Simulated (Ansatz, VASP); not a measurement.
# BiAu in VASP and in Ansatz

File INCAR:

```
SYSTEM = BiAu
PREC = Accurate
ENCUT = 520
EDIFF = 1E-7
ISMEAR = 0
SIGMA = 0.05
LREAL = .FALSE.
LASPH = .TRUE.
NELM = 80
ALGO = Normal
ISIF = 2
LWAVE = .FALSE.
LCHARG = .FALSE.
GGA = PE
NBANDS = 20
```

The input KPOINTS:

```
Automatic mesh
0
G
  10 10 10
  0 0 0
```

File POSCAR:

```
BiAu
1.0
    0.0000000000      2.9894110328      2.9894110328
    2.9894110328      0.0000000000      2.9894110328
    2.9894110328      2.9894110328      0.0000000000
Au Bi
1 1
Direct
    0.5000000000      0.5000000000      0.5000000000
    0.0000000000      0.0000000000      0.0000000000
```

Input for Ansatz:

```yaml
crystal:
  lattice:
    - [0.0, 2.9894110328, 2.9894110328]
    - [2.9894110328, 0.0, 2.9894110328]
    - [2.9894110328, 2.9894110328, 0.0]
  atoms:
    - { symbol: Au, position: [0.5, 0.5, 0.5] }
    - { symbol: Bi, position: [0.0, 0.0, 0.0] }
basis:
  ecutwfc: 420
  ecutrho_ratio: 4
kpoints:
  mp_grid: { grid: [10, 10, 10] }
hamiltonian:
  xc: pbe
scf:
  occupations: { method: gaussian, width: 0.05 }
output:
  forces: true
  stress: true
  eigenvalues: true
```

Alike in both runs: task single point; functional PBE; k mesh 10 × 10 × 10; occupations gaussian, width 0.05 eV; no spin polarisation.

|  | VASP | Ansatz |
| --- | --- | --- |
| version | VASP 6.6.1 | Ansatz 0.2.0 |
| potentials or method | VASP PAW PBE potentials, release 64 (Au, Bi_d) | scalar-relativistic, plane waves, PAW |
| plane-wave cutoff (eV) | 520 | 420 |
| valence electrons in the cell | 26 | 34 |

```csv
,VASP,Ansatz,Ansatz less VASP
gap on the k mesh at the Fermi level (eV),none,none,-
pressure (GPa),-1.4,-1.3,+0.10
```

A gap of «none» marks a metal or a gap that the smearing closes. The two sets of potentials don't hold the same shells in valence.

Caveats: spin-orbit coupling is left out, which moves the levels of the heavy elements.
